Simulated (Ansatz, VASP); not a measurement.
## Rb2CdSe2O6 in two plane-wave programs

Aim: how closely do two programs agree when they are given the same cell, functional and k mesh? The cell is taken from a series of runs on this material, whose earlier steps may have relaxed, scaled, displaced or heated it; both programs get it as it stands.

Calculated with Ansatz 0.2.0; plane waves, with VASP 6.6.1 beside it; HF with an exact-exchange share of 1.

### 1. Starting point

It takes space group R-3m (No. 166, trigonal). The conventional cell has a = 5.750 Å, b = 5.750 Å, c = 19.669 Å, α = 90.00°, β = 90.00°, γ = 120.00°. Nearest to Rb lie 9 O at 2.94 to 3.09 Å. Nearest to Cd lie 6 O at 2.34 Å. Nearest to Se lie 3 O at 1.72 Å. O has 1 Se at 1.72 Å and 1 Cd at 2.34 Å and 3 Rb at 2.94 to 3.09 Å nearest. Farther neighbours and most contacts between anions are not listed.

### 2. Ansatz: G0W0 gap, HF with an exact-exchange share of 1

Ansatz runs on its PAW soft_1 files.

Quasiparticle shifts depend on high empty states and on the cores, so they are the hardest test of two PAW sets.

The input, input.yaml:

```yaml
crystal:
  lattice:
    - [2.87515, 1.6599686265, 6.5561666667]
    - [-2.87515, 1.6599686265, 6.5561666667]
    - [0.0, -3.3199372529, 6.5561666667]
  atoms:
    - { symbol: Rb, position: [0.8022665693, 0.8022665693, 0.8022665693] }
    - { symbol: Rb, position: [0.1977334307, 0.1977334307, 0.1977334307] }
    - { symbol: Cd, position: [0.0, 0.0, 0.0] }
    - { symbol: Se, position: [0.6258540386, 0.6258540386, 0.6258540386] }
    - { symbol: Se, position: [0.3741459614, 0.3741459614, 0.3741459614] }
    - { symbol: O, position: [0.7448088786, 0.27651698, 0.7448088786] }
    - { symbol: O, position: [0.7448088786, 0.7448088786, 0.27651698] }
    - { symbol: O, position: [0.27651698, 0.7448088786, 0.7448088786] }
    - { symbol: O, position: [0.2551911214, 0.72348302, 0.2551911214] }
    - { symbol: O, position: [0.72348302, 0.2551911214, 0.2551911214] }
    - { symbol: O, position: [0.2551911214, 0.2551911214, 0.72348302] }
kpoints:
  mp_grid: { grid: [2, 2, 2] }
hamiltonian:
  xc: hf
  pseudopotentials: { kind: paw, azcp: { folder: soft_1 } }
scf:
  occupations: { method: fixed }
gw:
  n_empty_bands: 426
  ecut_chi: 100
  qp_bands: [v3, c3]
  qp_kpoints: band_edges
  screening: { model: contour_deformation }
```

Started as:

```sh
ansatz run input.yaml --threads 2 --pin off --max-ram 92160MiB --backend cuda --events-out ev --progress --plain --runs-dir out --devices 1 --max-vram 13GiB
```

Numbers of over 12 decimals in the logs are rounded to 6 here.

Log:

```text
GPUs: using 1 of 1 available (devices: 1).
Engine: ansatz 0.2.0, x86_64-unknown-linux-gnu
Pseudopotentials: kind: paw
Pseudopotential: Rb, paw, valence charge 9, recommended cutoff 420 eV (normal), soft_1/Rb.paw.azcp
Pseudopotential: Cd, paw, valence charge 20, recommended cutoff 420 eV (normal), soft_1/Cd.paw.azcp
Pseudopotential: Se, paw, valence charge 16, recommended cutoff 420 eV (normal), soft_1/Se.paw.azcp
Pseudopotential: O, paw, valence charge 6, recommended cutoff 420 eV (normal), soft_1/O.paw.azcp
Functional definition: HF
  exchange = exact_x
  correlation = 0
davidson cushion auto → on  (no smearing: the cushion is to keep the highest requested band from converging to the state above it; pin scf.eigensolver.cushion to override)
device memory: the entry about to start is reckoned to put 3.0 GiB on a device that reports 28.6 GiB free (of which the cap on the GPU budget leaves the run 13.0 GiB)
GPU FFT provider: cuFFT
GPU libraries: cuBLAS 13.8.2, cuFFT 12.4.0, cuSOLVER 12.3.4
Crystal: 11 atoms, lattice volume = 187.742 Å³
Basis set: ecut = 420 eV, 3717 PW (Γ)
Bands: 64, of which v1, the nominal top of the filled ones, is band 53 counted from 1 (52 counted from 0)
Symmetry: 12 space group operations
Space group: R-3m (ITA 166), of the structure as read, at distance tolerance 5.7e-5 Å
k-points: 4 of 8
Non-local potential: Rb, projectors of the file, l = 0: 3, l = 1: 2, l = 2: 2
Non-local potential: Cd, projectors of the file, l = 0: 3, l = 1: 2, l = 2: 2, l = 3: 1
Non-local potential: Se, projectors of the file, l = 0: 2, l = 1: 2, l = 2: 3, l = 3: 1
Non-local potential: O, projectors of the file, l = 0: 2, l = 1: 2, l = 2: 1
PAW form: soft (Blöchl's): semilocal exchange-correlation on the pseudo side does not see the compensation charge
PAW frozen core: Rb, regenerated for the run's functional, and the local potential with it (the file was generated under x = pbe(κ = 0.804, μ = 0.219515), c = pbe(β = 0.066725))
PAW frozen core: Cd, regenerated for the run's functional, and the local potential with it (the file was generated under x = pbe(κ = 0.804, μ = 0.219515), c = pbe(β = 0.066725))
PAW frozen core: Se, regenerated for the run's functional, and the local potential with it (the file was generated under x = pbe(κ = 0.804, μ = 0.219515), c = pbe(β = 0.066725))
PAW frozen core: O, regenerated for the run's functional, and the local potential with it (the file was generated under x = pbe(κ = 0.804, μ = 0.219515), c = pbe(β = 0.066725))
PAW one-centre angular grid: Rb, 110 points (default); XC on 64 Gauss nodes
PAW one-centre angular grid: Cd, 590 points (default); XC on 64 Gauss nodes
PAW one-centre angular grid: Se, 590 points (default); XC on 64 Gauss nodes
PAW one-centre angular grid: O, 110 points (default); XC on 64 Gauss nodes
Initial density: superposition of atomic densities (chi_scale 0.1, normalization cell, long waves kept (reshape's long-wave potential 0.06 eV rms))
Initial wavefunctions: pseudopotential atomic-orbital guess
GPU buffer pool allocated for 125000 grid points (all kernels)
GPU transforms: local potential and band sums: pruned to the plane-wave sphere, on 50×50×50
Functional: x = pbe(κ = 0.804, μ = 0.219515), c = none, warm-up for x = 0 pbe(κ = 0.804, μ = 0.219515) + 1 exact, c = none
SCF iter   1: F=—  HF=-28834.232690 eV  |F-HF|=—  |Δ(HF+E_count)|=         —  Δρ=8.11e-2  dr2=2.59e1  ethr=1.00e-1  ⟨swp⟩=6.8  Hψ=808  notcnv=0
preconditioner: auto → none  [insulator: Δε(μ)=2.868 eV  Ē_g=13.927 eV  n_scr=46 (ndim 8)  ℏωp=23.3 eV  f_vac=0.022]
SCF iter   2: F=—  HF=-28826.396650 eV  |F-HF|=—  |Δ(HF+E_count)|=    7.84e0  Δρ=4.51e-2  dr2=4.72e0  ethr=2.45e-2  ⟨swp⟩=4.0  Hψ=710  notcnv=0
SCF iter   3: F=—  HF=-28825.233642 eV  |F-HF|=—  |Δ(HF+E_count)|=    1.16e0  Δρ=1.93e-2  dr2=6.14e-1  ethr=4.45e-3  ⟨swp⟩=3.5  Hψ=680  notcnv=0  defer=1
SCF iter   4: F=—  HF=-28825.158354 eV  |F-HF|=—  |Δ(HF+E_count)|=   7.53e-2  Δρ=9.67e-3  dr2=7.85e-2  ethr=5.79e-4  ⟨swp⟩=3.2  Hψ=651  notcnv=0
iter 5 solved again at ethr=5.13e-6 eV; its pass at ethr=7.40e-5 eV (dr2=5.44e-3 eV) is discarded
SCF iter   5: F=—  HF=-28825.160525 eV  |F-HF|=—  |Δ(HF+E_count)|=   2.17e-3  Δρ=3.02e-3  dr2=5.67e-3  ethr=5.13e-6  ⟨swp⟩=3.5  Hψ=1281  notcnv=0
SCF iter   6: F=-28825.162639 eV  HF=-28825.162777 eV  |F-HF|=1.39e-4  |Δ(HF+E_count)|=   2.25e-3  Δρ=5.83e-4  dr2=3.75e-4  ethr=5.13e-6  ⟨swp⟩=3.0  Hψ=675  notcnv=0
SCF 1 stopped early in 6 iterations: F = -28825.162639 eV  dr2 = 3.75e-4
  greatest PAW one-centre occupation: 1.000 electrons in one spin orbital (limit 2), on the Cd atom at site 2 (counted from 0), in its partial waves of l = 1
device memory: the entry about to start is reckoned to put 3.8 GiB on a device that reports 28.5 GiB free (of which the cap on the GPU budget leaves the run 13.0 GiB)
GPU FFT provider: cuFFT
GPU libraries: cuBLAS 13.8.2, cuFFT 12.4.0, cuSOLVER 12.3.4
[...]
SCF 4 stopped early in 3 iterations: F = -28865.878992 eV  dr2 = 2.15e-6
hybrid outer 3: dexx = +7.043e-5 eV, tail = 1.65e-5 eV, Δε = 1.04e-2 eV (about 3.35e-3 eV left of the loop's levels)
GPU FFT provider: cuFFT
GPU libraries: cuBLAS 13.8.2, cuFFT 12.4.0, cuSOLVER 12.3.4
GPU buffer pool allocated for 125000 grid points (all kernels)
[...]
SCF iter   2: F=—  HF=-28865.878997 eV  |F-HF|=—  |Δ(HF+E_count)|=   4.68e-7  Δρ=1.08e-5  dr2=1.33e-7  ethr=1.84e-10  ⟨swp⟩=5.8  Hψ=942  notcnv=0
SCF iter   3: F=-28865.878997 eV  HF=-28865.878997 eV  |F-HF|=2.39e-8  |Δ(HF+E_count)|=   6.11e-8  Δρ=4.73e-6  dr2=3.04e-8  ethr=7.78e-11  ⟨swp⟩=6.0  Hψ=768  notcnv=0
SCF 5 converged in 3 iterations: F = -28865.878997 eV  dr2 = 3.04e-8
hybrid outer 4: dexx = +7.401e-7 eV, tail = 2.34e-7 eV, Δε = 2.86e-3 eV (about 8.49e-4 eV left of the loop's levels)
device memory: the entry about to start is reckoned to put 2.9 GiB on a device that reports 28.5 GiB free (of which the cap on the GPU budget leaves the run 13.0 GiB)
NSCF: frozen V_eff on 4 k-points
Exchange-term sweep: 0 of 4 (spin, k) points
Exchange-term sweep: 1 of 4 (spin, k) points
Exchange-term sweep: 2 of 4 (spin, k) points
Exchange-term sweep: 3 of 4 (spin, k) points
Exchange-term sweep: 4 of 4 (spin, k) points
G₀W₀ screening: q 1/4
[... further progress lines ...]
device memory: the entry about to start is reckoned to put 1.4 GiB on a device that reports 31.7 GiB free (of which the cap on the GPU budget leaves the run 13.0 GiB)
NSCF: frozen V_eff on 1 k-points
device memory: the entry about to start is reckoned to put 1.4 GiB on a device that reports 31.7 GiB free (of which the cap on the GPU budget leaves the run 13.0 GiB)
NSCF: frozen V_eff on 1 k-points
device memory: the entry about to start is reckoned to put 1.4 GiB on a device that reports 30.9 GiB free (of which the cap on the GPU budget leaves the run 13.0 GiB)
NSCF: frozen V_eff on 1 k-points
hybrid SCF converged: 4 outer / 18 inner (+6 warm-up), last move |dexx| = 7.40e-7 eV, tail = 2.34e-7 eV
Stability not checked: this state was not tested for a lower state beside it, because the functional holds exact exchange (a hybrid, or Hartree-Fock), whose exchange loop this test does not read (fock_operator; see scf.lower_state_search)
Free energy (F): -28865.878997 eV
Frozen-core exchange: fock
Harris-Foulkes:  -28865.878997 eV  (|F-HF|=2.39e-8)
Internal energy: -28865.878997 eV  (E = F + TS)
E sigma→0 (E₀):  -28865.878997 eV
Fermi energy:    1.122693 eV
--- Per-component energies (eV) ---
  E_band       = -2606.277698
  E_kinetic    = 2053.386127
  E_local      = -14043.098318  (includes V_loc(G=0)·N_el)
  E_nonlocal   = 45.130577
  E_hartree    = 6437.181473
  E_xc         = 0.000000
  E_vxc        = 0.000000  (∫ρ·V_xc dr)
  E_exx        = -1711.607908  (= α·E_x^exact, valence–valence)
  E_paw        = -13605.974659  (= ΣΔE_a)
  E_vpaw       = -112.851160  (= ΣTr[D̂ρ^β])
  E_aug_tail   = 0.004142  (compensation charges beyond the density's cutoff)
  E_ewald      = -8027.981240
  E_core_change = -12.919190  (= ΣΔE_core)
  E_smearing   = -0.000000  (= −TS)
  E_closure    = 0.000000  (closes the sum)
  Σ components = -28865.878997   (vs F -28865.878997, Δ=0.00e0)
--- Band table (eV) ---
  k-point 0: bands = [... 49 lower, 0.0504, 0.0504, 0.4635, 0.7214, 14.8222, 14.8222, 14.9155, 16.4925, ... 1 higher]
  k-point 1: bands = [... 49 lower, -0.5136, 0.0431, 0.8569, 1.0688, 14.7737, 14.8279, 16.0348, 17.8379, ... 1 higher]
  k-point 2: bands = [... 49 lower, -0.5267, 0.0816, 0.9737, 1.1227, 14.7738, 14.9931, 16.0754, 17.7141, ... 1 higher]
  k-point 3: bands = [... 49 lower, -0.0137, -0.0137, 0.7666, 1.0828, 14.9822, 14.9822, 15.5408, 15.5615, ... 1 higher]
  guard bands above this table: 6 of the run's 64 bands. The solve was not asked for them (output.publish_guard_bands: true or output.eigenvalues: true publishes all)
--- G₀W₀: contour deformation, 5 samples at zero and on the imaginary axis and 0 off it, 8 q-points, 426 empty bands' worth ---
  eigenvalues of the whole cell's RPA ε∞ on this k-mesh (on a slab, of 1 + 4πα/V) = 1.7804, 1.9305, 1.9305; static W/v taken at q = 0 is 0.528473
  bands read: the sum over 479 bands ends inside a degenerate multiplet in 2 slots, whose members it reads at an even weight; the widest, k=0: bands 479 to 480 (counted from 1) at 1/2 each
  gw.qp_kpoints: band_edges: 4 of 4 stored k-points solved, in 1 pass; an edge of the gap read off the rows below is read off those points alone
    ik  band        ε_KS         Σx   Σc(E_QP)       V_xc       Z   E_QP_lin       E_QP  E_QP is
     0    51      0.0504   -27.7851     2.9046   -27.7376  0.8867     2.8870     2.9076  root
     0    52      0.4635   -22.3789     1.9191   -22.3363  0.8990     2.3324     2.3399  root
     0    53      0.7214   -22.6593     1.9686   -22.6102  0.8984     2.6331     2.6409  root
     0    54     14.8222    -8.2752    -2.3450    -8.3184  0.9162    12.5292    12.5204  root
     0    55     14.8222    -8.2752    -2.3450    -8.3184  0.9162    12.5292    12.5204  root
     0    56     14.9155    -7.5842    -2.8367    -7.6336  0.9228    12.1411    12.1282  root
     1    51      0.0431   -27.6774     2.9313   -27.6290  0.8862     2.9048     2.9260  root
     1    52      0.8569   -22.8079     1.9373   -22.7563  0.8990     2.7351     2.7425  root
     1    53      1.0688   -23.4308     2.0467   -23.3793  0.8974     3.0555     3.0639  root
     1    54     14.7737    -8.4530    -2.3052    -8.4946  0.9155    12.5184    12.5099  root
     1    55     14.8279    -8.8105    -2.4183    -8.8525  0.9161    12.4610    12.4516  root
     1    56     16.0348    -7.5424    -2.5480    -7.5796  0.9187    13.5349    13.5240  root
     2    51      0.0816   -27.8066     2.9430   -27.7585  0.8861     2.9553     2.9765  root
     2    52      0.9737   -23.0408     1.9485   -22.9885  0.8993     2.8624     2.8698  root
     2    53      1.1227   -23.3039     1.9951   -23.2508  0.8978     3.0567     3.0646  root
     2    54     14.7738    -8.5733    -2.4320    -8.6161  0.9167    12.3942    12.3847  root
     2    55     14.9931    -8.7232    -2.3114    -8.7623  0.9141    12.7296    12.7209  root
     2    56     16.0754    -8.3656    -2.5225    -8.4034  0.9166    13.6015    13.5908  root
     3    51     -0.0137   -27.6471     2.8809   -27.5985  0.8870     2.7985     2.8187  root
     3    52      0.7666   -22.5198     1.8496   -22.4677  0.9007     2.5575     2.5641  root
     3    53      1.0828   -23.3765     1.9672   -23.3280  0.8984     2.9939     3.0015  root
     3    54     14.9822    -8.4080    -2.3730    -8.4510  0.9151    12.6613    12.6521  root
     3    55     14.9822    -8.4080    -2.3730    -8.4510  0.9151    12.6613    12.6521  root
     3    56     15.5408    -8.0588    -2.6399    -8.1133  0.9213    12.9666    12.9554  root
```

(Continued in part 2 of 2.)

[Lines on the potential files, build, host, timing and source positions are cut from VASP's logs without a mark.]

[Logs are printed without paths, hosts, clocks, repeated set-up lines and the standing remarks that a program may print on its own settings, such as how far it seeks lower states.]

[Hosts, paths, dates, database ids (printed as entryN), source tags and the programs' standing remarks are cut or masked in the printed files.]
